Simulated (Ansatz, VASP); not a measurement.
One calculation of MgSc, two programs

File INCAR:

```
SYSTEM = MgSc
PREC = Accurate
ENCUT = 520
EDIFF = 1E-6
ISMEAR = 0
SIGMA = 0.1
LREAL = .FALSE.
LASPH = .TRUE.
NELM = 100
ALGO = Normal
ISIF = 2
LWAVE = .FALSE.
LCHARG = .FALSE.
GGA = CA
NBANDS = 14
```

KPOINTS

```
Automatic mesh
0
G
  6 6 6
  0 0 0
```

The input POSCAR:

```
MgSc
1.0
    3.5964512400      0.0000000000      0.0000000000
    0.0000000000      3.5964512400      0.0000000000
    0.0000000000      0.0000000000      3.5964512400
Mg Sc
1 1
Direct
    0.0000000000      0.0000000000      0.0000000000
    0.5000000000      0.5000000000      0.5000000000
```

Input for Ansatz:

```yaml
crystal:
  lattice:
    - [3.59645124, 0.0, 0.0]
    - [0.0, 3.59645124, 0.0]
    - [0.0, 0.0, 3.59645124]
  atoms:
    - { symbol: Mg, position: [0.0, 0.0, 0.0] }
    - { symbol: Sc, position: [0.5, 0.5, 0.5] }
basis:
  ecutwfc: 420
kpoints:
  mp_grid: { grid: [6, 6, 6] }
hamiltonian:
  xc: lda
scf:
  occupations: { method: gaussian, width: 0.1 }
output:
  forces: true
  stress: true
  eigenvalues: true
```

The cell comes from a database or a generator and needn't be the stable form of this composition.

Alike in both runs: task single point; functional LDA; k mesh 6 × 6 × 6; occupations gaussian, width 0.1 eV; no spin polarisation.

```csv
,VASP,Ansatz
version,VASP 6.6.1,Ansatz 0.2.0
potentials or method,"VASP PAW LDA potentials, release 64 (Mg, Sc_sv)","scalar-relativistic, plane waves, PAW"
plane-wave cutoff (eV),520,420
valence electrons in the cell,13,21
```

|  | VASP | Ansatz | Ansatz less VASP |
| --- | --- | --- | --- |
| gap on the k mesh at the Fermi level (eV) | none | none | - |
| pressure (GPa) | -3.6 | -3.5 | +0.15 |

A gap of «none» marks a metal or a gap that the smearing closes. The two sets of potentials don't hold the same shells in valence.
